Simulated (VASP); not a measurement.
Output of a VASP run:

File OSZICAR:
```
       N       E                     dE             d eps       ncg     rms          rms(c)
DAV:   1     0.130623254791E+04    0.13062E+04   -0.38944E+04  1365   0.160E+03
DAV:   2     0.124003797752E+03   -0.11822E+04   -0.11590E+04  1290   0.616E+02
DAV:   3    -0.580667293684E+02   -0.18207E+03   -0.17499E+03  1744   0.202E+02
DAV:   4    -0.782953507653E+02   -0.20229E+02   -0.19723E+02  1904   0.606E+01
DAV:   5    -0.795897595111E+02   -0.12944E+01   -0.12867E+01  2272   0.140E+01    0.189E+01
DAV:   6    -0.763876060505E+02    0.32022E+01   -0.85533E+00  1664   0.139E+01    0.619E+00
DAV:   7    -0.760298973387E+02    0.35771E+00   -0.20113E+00  1984   0.649E+00    0.255E+00
DAV:   8    -0.760081886740E+02    0.21709E-01   -0.17842E-01  1808   0.206E+00    0.914E-01
DAV:   9    -0.760064264101E+02    0.17623E-02   -0.27214E-02  1744   0.829E-01    0.317E-01
DAV:  10    -0.760064162288E+02    0.10181E-04   -0.50768E-03  2056   0.377E-01    0.351E-02
DAV:  11    -0.760063959488E+02    0.20280E-04   -0.32256E-04  1952   0.922E-02    0.240E-02
DAV:  12    -0.760063872357E+02    0.87131E-05   -0.25992E-05  1936   0.234E-02    0.438E-03
DAV:  13    -0.760063868815E+02    0.35413E-06   -0.13738E-06  1088   0.578E-03
   1 F= -.76006387E+02 E0= -.75836014E+02  d E =-.340745E+00
```

### OUTCAR
```
------------------------ aborting loop because EDIFF is reached ----------------------------------------
  FORCE on cell =-STRESS in cart. coord.  units (eV):
  Direction    XX          YY          ZZ          XY          YZ          ZX
  --------------------------------------------------------------------------------------
  Total       -4.6907572     -4.6907572     -4.6907572      0.0000000      0.0000000      0.0000000
  in kB      -50.3573267    -50.3573267    -50.3573267      0.0000000      0.0000000      0.0000000
  external PRESSURE =     -50.3573267 kB  Pullay stress =       0.0000000 kB
  volume of cell :      149.24
      direct lattice vectors                 reciprocal lattice vectors
     5.304327000  0.000000000  0.000000000     0.188525330  0.000000000  0.000000000
     0.000000000  5.304327000  0.000000000     0.000000000  0.188525330  0.000000000
     0.000000000  0.000000000  5.304327000     0.000000000  0.000000000  0.188525330
 POSITION                                       TOTAL-FORCE (eV/Angst)
 -----------------------------------------------------------------------------------
      1.32608      0.00000      2.65216         0.000000      0.000000     -0.000000
      3.97825      0.00000      2.65216        -0.000000     -0.000000      0.000000
      2.65216      3.97825      0.00000        -0.000000      0.000000      0.000000
      2.65216      1.32608      0.00000         0.000000     -0.000000     -0.000000
      0.00000      2.65216      3.97825        -0.000000     -0.000000     -0.000000
      0.00000      2.65216      1.32608        -0.000000     -0.000000     -0.000000
      0.00000      0.00000      0.00000        -0.000000      0.000000     -0.000000
      2.65216      2.65216      2.65216        -0.000000      0.000000     -0.000000
 -----------------------------------------------------------------------------------
    total drift:                                0.000000      0.000000      0.000000
  FREE ENERGIE OF THE ION-ELECTRON SYSTEM (eV)
  ---------------------------------------------------
  free  energy   TOTEN  =       -76.0063868815 eV

  energy  without entropy=      -75.6656415456  energy(sigma->0) =      -75.83601421
```
(Selected blocks of OUTCAR.)

File POSCAR:
```
Nb3Sn
1
    5.3043270000     0.0000000000     0.0000000000
    0.0000000000     5.3043270000     0.0000000000
    0.0000000000     0.0000000000     5.3043270000
Nb Sn
6 2
Direct
  0.2500000000   0.0000000000   0.5000000000
  0.7500000000   0.0000000000   0.5000000000
  0.5000000000   0.7500000000   0.0000000000
  0.5000000000   0.2500000000   0.0000000000
  0.0000000000   0.5000000000   0.7500000000
  0.0000000000   0.5000000000   0.2500000000
  0.0000000000   0.0000000000   0.0000000000
  0.5000000000   0.5000000000   0.5000000000
```

Write an INCAR and KPOINTS that could have produced this output.

One answer among several that fit: the input of the run itself, PBEsol GGA, plane waves, VASP's PBE PAW potentials (set 64).

**INCAR**
```
SYSTEM = Nb3Sn
PREC = Accurate
ENCUT = 300
EDIFF = 1E-6
NELM = 100
ALGO = Normal
LREAL = .FALSE.
LASPH = .TRUE.
ISMEAR = -1
SIGMA = 0.1
GGA = PS
LMAXMIX = 4
LWAVE = .FALSE.
LCHARG = .FALSE.
ISIF = 2
```

File KPOINTS:
```
kpoints
0
G
 5 5 5
0 0 0
```

POTCAR, in this order: Nb_sv Sn_d (PBE.64 set). Program: vasp_std.

At this cut-off the stress carries a Pulay error, which pulls relaxed volumes low.

The structure comes from a computed database's Nb3Sn entry; how it stands against other phases isn't given here. The cell was not relaxed at this level. The run is one of a series of settings (GGA = PS against the base run), some of them coarse on purpose.
